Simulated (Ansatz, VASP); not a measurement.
# WS2 (Tungstenite) in two plane-wave programs

Wanted: the spread between two codes on one cell, functional and k mesh. The cell is taken from a series of runs on this material, whose earlier steps may have relaxed, scaled, displaced or heated it; both programs get it as it stands.

Calculated with Ansatz 0.2.0; plane waves, with VASP 6.6.1 beside it; zone-centre phonons at LDA.

**1. Starting point**

Symmetry: P6_3/mmc, No. 194, hexagonal system. The conventional cell has a = 3.127 Å, b = 3.127 Å, c = 12.160 Å, α = 90.00°, β = 90.00°, γ = 120.00°. Nearest to W lie 6 S at 2.39 Å. Nearest to S lie 3 W at 2.39 Å. Farther neighbours and most contacts between anions are not listed.

As a file:

```cif
data_structure
_symmetry_space_group_name_H-M 'P6_3/mmc'
_symmetry_Int_Tables_number 194
_cell_length_a 3.1268
_cell_length_b 3.1268
_cell_length_c 12.1601
_cell_angle_alpha 90.000
_cell_angle_beta 90.000
_cell_angle_gamma 120.000
_cell_volume 102.96
loop_
_atom_site_label
_atom_site_type_symbol
_atom_site_symmetry_multiplicity
_atom_site_Wyckoff_symbol
_atom_site_fract_x
_atom_site_fract_y
_atom_site_fract_z
_atom_site_occupancy
W1 W 2 c 0.33333 0.66667 0.25000 1
S1 S 4 f 0.33333 0.66667 0.62154 1
```

**2. VASP: zone-centre phonons, LDA**

Second derivatives magnify differences that forces hide, and they need a tight electronic threshold.

Lines of VASP's logs that name or quote its potential files are left out, and so is its time.

File INCAR:

```
SYSTEM = WS2
PREC = Accurate
ENCUT = 600
EDIFF = 1E-08
NELM = 120
ISMEAR = 0
SIGMA = 0.01
LREAL = .FALSE.
ALGO = Normal
GGA = CA
NBANDS = 24
LASPH = .TRUE.
LORBIT = 11
LWAVE = .FALSE.
LCHARG = .FALSE.
ISIF = 2
IBRION = 8
LEPSILON = .TRUE.
GGA_COMPAT = .FALSE.
EFERMI = MIDGAP
KPAR = 2
```

File POSCAR:

```
WS2
1.0
    3.1267766995      0.0000000000      0.0000000000
   -1.5633883497      2.7078680537      0.0000000000
    0.0000000000      0.0000000000     12.1601208440
W S
2 4
Direct
    0.3333333333      0.6666666667      0.2500000000
    0.6666666667      0.3333333333      0.7500000000
    0.3333333333      0.6666666667      0.6215420229
    0.6666666667      0.3333333333      0.1215420229
    0.3333333333      0.6666666667      0.8784579771
    0.6666666667      0.3333333333      0.3784579771
```

File KPOINTS:

```
Automatic mesh
0
Gamma
9 9 2
0 0 0
```

The projector-augmented-wave data sets are W and S (LDA family, release 64).

Started as:

```sh
> mpirun -np 2 vasp_std
```

Numbers of over 12 decimals in the logs are rounded to 6 here.

What it wrote:

```text
[banner, memory and clock lines left out]
running    2 mpi-ranks, on    1 nodes
 distrk:  each k-point on    1 cores,    2 groups
 distr:  one band on    1 cores,    1 groups

 POSCAR found type information on POSCAR W S
 POSCAR found :  2 types and       6 ions
 LDA part: xc-table for (Slater(with rela. corr.)+CA(PZ))
 , standard interpolation
 POSCAR, INCAR and KPOINTS ok, starting setup
 FFT: planning ... GRIDC
 FFT: planning ... GRID_SOFT
 FFT: planning ... GRID
 WAVECAR not read
 entering main loop
       N       E                     dE             d eps       ncg     rms          rms(c)
DAV:   1     0.198014176228E+03    0.19801E+03   -0.17999E+04  1152   0.150E+03
DAV:   2    -0.395263021556E+02   -0.23754E+03   -0.22867E+03  1552   0.288E+02
DAV:   3    -0.550999205185E+02   -0.15574E+02   -0.15465E+02  1552   0.714E+01
DAV:   4    -0.553896587540E+02   -0.28974E+00   -0.28903E+00  1544   0.104E+01
DAV:   5    -0.553967822996E+02   -0.71235E-02   -0.71205E-02  1512   0.153E+00    0.413E+01
DAV:   6    -0.531400908879E+02    0.22567E+01   -0.94805E+00  1624   0.151E+01    0.185E+01
DAV:   7    -0.528409058080E+02    0.29919E+00   -0.33228E+00  1512   0.101E+01    0.854E+00
DAV:   8    -0.526958924995E+02    0.14501E+00   -0.49327E-01  1600   0.442E+00    0.131E+00
DAV:   9    -0.526920137722E+02    0.38787E-02   -0.62673E-02  1576   0.139E+00    0.481E-01
DAV:  10    -0.526901464055E+02    0.18674E-02   -0.14041E-02  1608   0.648E-01    0.294E-01
DAV:  11    -0.526900382522E+02    0.10815E-03   -0.18395E-03  1616   0.252E-01    0.747E-02
DAV:  12    -0.526899834762E+02    0.54776E-04   -0.28179E-04  1616   0.106E-01    0.415E-02
DAV:  13    -0.526899828036E+02    0.67267E-06   -0.29856E-05  1600   0.286E-02    0.676E-03
DAV:  14    -0.526899825982E+02    0.20539E-06   -0.12555E-06  1680   0.609E-03    0.360E-03
DAV:  15    -0.526899825925E+02    0.56484E-08   -0.14013E-07  1488   0.217E-03    0.342E-03
DAV:  16    -0.526899825813E+02    0.11246E-07   -0.20223E-08  1032   0.725E-04    0.113E-03
DAV:  17    -0.526899825795E+02    0.17835E-08   -0.80335E-09   928   0.473E-04
   1 F= -.52689983E+02 E0= -.52689983E+02  d E =0.000000E+00
 Linear response reoptimize wavefunctions to high precision
DAV:   1    -0.526899825792E+02    0.32514E-09   -0.23506E-09  1048   0.249E-04
DAV:   2    -0.526899825792E+02   -0.22283E-10   -0.38814E-10   856   0.121E-04
 Linear response G [H, r] |phi>, progress :
  Direction:   1
       N       E                     dE             d eps       ncg     rms
RMM:   1    -0.199418862379E+03   -0.19942E+03   -0.24826E+02  3017   0.943E+01
RMM:   2    -0.151657162247E+03    0.47762E+02   -0.21895E+01  1871   0.270E+01
RMM:   3    -0.152073595050E+03   -0.41643E+00   -0.12461E+00  2021   0.416E+00
RMM:   4    -0.152108494870E+03   -0.34900E-01   -0.47833E-02  2041   0.818E-01
RMM:   5    -0.152110051415E+03   -0.15565E-02   -0.42509E-03  2097   0.195E-01
RMM:   6    -0.152110215048E+03   -0.16363E-03   -0.60928E-04  2136   0.524E-02
RMM:   7    -0.152110224217E+03   -0.91688E-05   -0.23946E-04  2199   0.184E-02
RMM:   8    -0.152110224159E+03    0.58195E-07   -0.32433E-04  2257   0.102E-02
RMM:   9    -0.152110227430E+03   -0.32705E-05    0.40219E-05  2322   0.836E-03
RMM:  10    -0.152110225571E+03    0.18588E-05   -0.21845E-04  2065   0.768E-03
RMM:  11    -0.152110226121E+03   -0.55054E-06   -0.10444E-04  1839   0.752E-03
RMM:  12    -0.152110226053E+03    0.68733E-07   -0.96825E-05  1661   0.747E-03
RMM:  13    -0.152110226240E+03   -0.18730E-06   -0.11270E-04  1613   0.746E-03
 Linear response G [H, r] |phi>, progress :
  Direction:   2
       N       E                     dE             d eps       ncg     rms
RMM:   1    -0.209187371639E+03   -0.20919E+03   -0.43835E+02  3015   0.920E+01
RMM:   2    -0.161469680333E+03    0.47718E+02   -0.18892E+01  1915   0.249E+01
RMM:   3    -0.161886839457E+03   -0.41716E+00   -0.12265E+00  2017   0.374E+00
RMM:   4    -0.161917484300E+03   -0.30645E-01   -0.45444E-02  2033   0.755E-01
RMM:   5    -0.161918871414E+03   -0.13871E-02   -0.46330E-03  2087   0.186E-01
RMM:   6    -0.161919007318E+03   -0.13590E-03   -0.66134E-04  2125   0.502E-02
RMM:   7    -0.161919015998E+03   -0.86799E-05   -0.33120E-04  2191   0.190E-02
RMM:   8    -0.161919016614E+03   -0.61610E-06   -0.34016E-04  2246   0.107E-02
RMM:   9    -0.161919017383E+03   -0.76844E-06    0.17682E-04  2285   0.892E-03
RMM:  10    -0.161919017995E+03   -0.61203E-06   -0.41041E-04  2055   0.833E-03
RMM:  11    -0.161919018023E+03   -0.28367E-07   -0.63235E-04  1867   0.814E-03
RMM:  12    -0.161919018210E+03   -0.18679E-06   -0.35030E-04  1710   0.805E-03
RMM:  13    -0.161919018112E+03    0.98150E-07   -0.40876E-04  1642   0.805E-03
 Linear response G [H, r] |phi>, progress :
  Direction:   3
       N       E                     dE             d eps       ncg     rms
RMM:   1    -0.206231093523E+03   -0.20623E+03   -0.25298E+02  2890   0.949E+01
[...]
RMM:   4    -0.388363414930E+01   -0.88108E-01   -0.12083E-01  4145   0.155E+00    0.401E-01
RMM:   5    -0.391080152890E+01   -0.27167E-01   -0.60734E-03  4234   0.420E-01    0.534E-02
RMM:   6    -0.390764172285E+01    0.31598E-02   -0.27475E-04  4324   0.793E-02    0.249E-02
RMM:   7    -0.390721154915E+01    0.43017E-03   -0.18425E-05  4367   0.236E-02    0.111E-02
[...]
RMM:   3    -0.109777245459E+00    0.54030E-03   -0.46808E-04  6574   0.887E-02    0.112E-01
RMM:   4    -0.109617603389E+00    0.15964E-03   -0.36182E-04  6415   0.921E-02    0.142E-02
RMM:   5    -0.109662354234E+00   -0.44751E-04   -0.11243E-05  7021   0.125E-02    0.400E-03
RMM:   6    -0.109675108178E+00   -0.12754E-04   -0.11639E-06  6948   0.308E-03    0.545E-04
RMM:   7    -0.109674326521E+00    0.78166E-06    0.95218E-07  7360   0.702E-04    0.189E-04
RMM:   8    -0.109673660425E+00    0.66610E-06    0.98561E-08  7599   0.279E-04    0.509E-05
RMM:   9    -0.109673549120E+00    0.11131E-06    0.24097E-07  7601   0.131E-04    0.236E-05
RMM:  10    -0.109673500233E+00    0.48888E-07   -0.17162E-07  7693   0.968E-05    0.643E-06
RMM:  11    -0.109673525303E+00   -0.25070E-07   -0.33978E-07  7626   0.849E-05    0.185E-06
RMM:  12    -0.109673533095E+00   -0.77919E-08   -0.13880E-07  7563   0.794E-05    0.723E-07
RMM:  13    -0.109673534535E+00   -0.14402E-08   -0.10409E-07  6038   0.772E-05    0.245E-07
RMM:  14    -0.109673534849E+00   -0.31463E-09   -0.14269E-07  5014   0.768E-05    0.144E-07
RMM:  15    -0.109673534844E+00    0.56951E-11   -0.15057E-07  4800   0.767E-05    0.399E-08
 first order change of Fermi-energy  -0.10832E-03
 force on displaced ion       1 direction 1 : -22.747   0.000   0.000
 Born effective charge ion    1 direction 1 :  -0.740   0.001   0.000
 Linear response progress:
  Degree of freedom:   2/  4
       N       E                     dE             d eps       ncg     rms          rms(c)
RMM:   1    -0.169792907431E+00   -0.16979E+00   -0.18446E-01  2496   0.165E+00
RMM:   2    -0.149096133746E+00    0.20697E-01   -0.87439E-03  1852   0.451E-01    0.198E-01
RMM:   3    -0.148355202712E+00    0.74093E-03   -0.94679E-04  1957   0.124E-01    0.119E-01
RMM:   4    -0.148238878872E+00    0.11632E-03   -0.38476E-04  1865   0.889E-02    0.498E-02
RMM:   5    -0.148363860750E+00   -0.12498E-03   -0.44539E-05  1981   0.266E-02    0.140E-02
RMM:   6    -0.148394550501E+00   -0.30690E-04   -0.14938E-05  1974   0.112E-02    0.225E-03
RMM:   7    -0.148401681643E+00   -0.71311E-05   -0.43554E-06  2131   0.219E-03    0.171E-03
RMM:   8    -0.148400064375E+00    0.16173E-05   -0.38221E-07  2093   0.524E-04    0.772E-04
RMM:   9    -0.148402923214E+00   -0.28588E-05   -0.73018E-09  2128   0.356E-04    0.337E-04
RMM:  10    -0.148402377994E+00    0.54522E-06    0.17685E-07  2225   0.179E-04    0.927E-05
RMM:  11    -0.148402277477E+00    0.10052E-06    0.32667E-07  2242   0.114E-04    0.149E-05
RMM:  12    -0.148402275865E+00    0.16117E-08   -0.21780E-08  2318   0.983E-05    0.830E-06
 first order change of Fermi-energy  -0.98625E-05
 force on displaced ion       1 direction 3 :   0.000  -0.000 -34.042
 Born effective charge ion    1 direction 3 :  -0.000   0.000  -0.569
 Linear response progress:
  Degree of freedom:   3/  4
       N       E                     dE             d eps       ncg     rms          rms(c)
RMM:   1    -0.928084601334E-01   -0.92808E-01    0.35266E-03  9091   0.170E+00
RMM:   2    -0.912806424219E-01    0.15278E-02   -0.23216E-03  6403   0.282E-01    0.128E-01
RMM:   3    -0.915321818659E-01   -0.25154E-03   -0.19531E-04  7109   0.582E-02    0.758E-02
RMM:   4    -0.918898172959E-01   -0.35764E-03   -0.11332E-04  6863   0.444E-02    0.115E-02
RMM:   5    -0.917875638937E-01    0.10225E-03   -0.67894E-06  7226   0.127E-02    0.471E-03
RMM:   6    -0.917816057562E-01    0.59581E-05   -0.59980E-08  7536   0.272E-03    0.196E-03
RMM:   7    -0.917976331135E-01   -0.16027E-04   -0.32518E-06  7105   0.162E-03    0.492E-04
RMM:   8    -0.917967831603E-01    0.84995E-06    0.99264E-07  7539   0.557E-04    0.135E-04
RMM:   9    -0.917965655181E-01    0.21764E-06   -0.53531E-07  7864   0.294E-04    0.698E-05
RMM:  10    -0.917960058311E-01    0.55969E-06    0.30576E-07  7601   0.243E-04    0.106E-05
RMM:  11    -0.917961588399E-01   -0.15301E-06   -0.88970E-08  7908   0.212E-04    0.706E-06
RMM:  12    -0.917961786837E-01   -0.19844E-07    0.11146E-07  7994   0.200E-04    0.255E-06
RMM:  13    -0.917961713967E-01    0.72870E-08   -0.22166E-08  7210   0.197E-04    0.119E-06
 first order change of Fermi-energy   0.14668E-04
 force on displaced ion       3 direction 1 : -11.035  -0.000  -0.000
 Born effective charge ion    3 direction 1 :   0.367  -0.000  -0.000
 Linear response progress:
  Degree of freedom:   4/  4
       N       E                     dE             d eps       ncg     rms          rms(c)
RMM:   1    -0.155030948739E+00   -0.15503E+00    0.74108E-03  2671   0.181E+00
RMM:   2    -0.149098241235E+00    0.59327E-02   -0.38840E-03  1902   0.352E-01    0.358E-01
RMM:   3    -0.149044925962E+00    0.53315E-04   -0.60796E-04  1989   0.105E-01    0.256E-01
RMM:   4    -0.149197178127E+00   -0.15225E-03   -0.20846E-04  1985   0.600E-02    0.345E-02
RMM:   5    -0.149222149761E+00   -0.24972E-04   -0.77758E-05  1998   0.305E-02    0.118E-02
RMM:   6    -0.149205330065E+00    0.16820E-04   -0.50335E-06  2101   0.967E-03    0.330E-03
RMM:   7    -0.149206425025E+00   -0.10950E-05    0.13268E-06  2155   0.242E-03    0.203E-03
RMM:   8    -0.149211636530E+00   -0.52115E-05    0.91660E-07  2176   0.140E-03    0.667E-04
RMM:   9    -0.149213124408E+00   -0.14879E-05    0.35065E-07  2170   0.649E-04    0.310E-04
RMM:  10    -0.149213160410E+00   -0.36002E-07   -0.11206E-07  2272   0.397E-04    0.181E-04
RMM:  11    -0.149213065737E+00    0.94673E-07    0.14004E-07  2267   0.299E-04    0.843E-05
RMM:  12    -0.149213167551E+00   -0.10181E-06   -0.22895E-07  2312   0.265E-04    0.264E-05
RMM:  13    -0.149213230459E+00   -0.62908E-07    0.32813E-07  2363   0.233E-04    0.753E-06
RMM:  14    -0.149213248011E+00   -0.17552E-07    0.42621E-07  2365   0.223E-04    0.232E-06
RMM:  15    -0.149213247563E+00    0.44823E-09    0.37209E-07  2361   0.219E-04    0.118E-06
RMM:  16    -0.149213245746E+00    0.18168E-08    0.38183E-07  1993   0.217E-04    0.370E-07
RMM:  17    -0.149213246908E+00   -0.11619E-08    0.30515E-07  1650   0.217E-04    0.155E-07
RMM:  18    -0.149213246666E+00    0.24235E-09    0.30887E-07  1602   0.217E-04    0.109E-07
RMM:  19    -0.149213246901E+00   -0.23541E-09    0.32911E-07  1573   0.217E-04    0.656E-08
 first order change of Fermi-energy   0.75222E+00
 force on displaced ion       3 direction 3 :   0.000  -0.000 -19.289
 Born effective charge ion    3 direction 3 :   0.000  -0.000   0.278
 Born effective charges drift removed
 Linear response finished
```

(Part 1 of 3 ends here.)

[Lines on the potential files, build, host, timing and source positions are cut from VASP's logs without a mark.]

[Logs are printed without paths, hosts, clocks, repeated set-up lines and the standing remarks that a program may print on its own settings, such as how far it seeks lower states.]

[Hosts, paths, dates, database ids (printed as entryN), source tags and the programs' standing remarks are cut or masked in the printed files.]
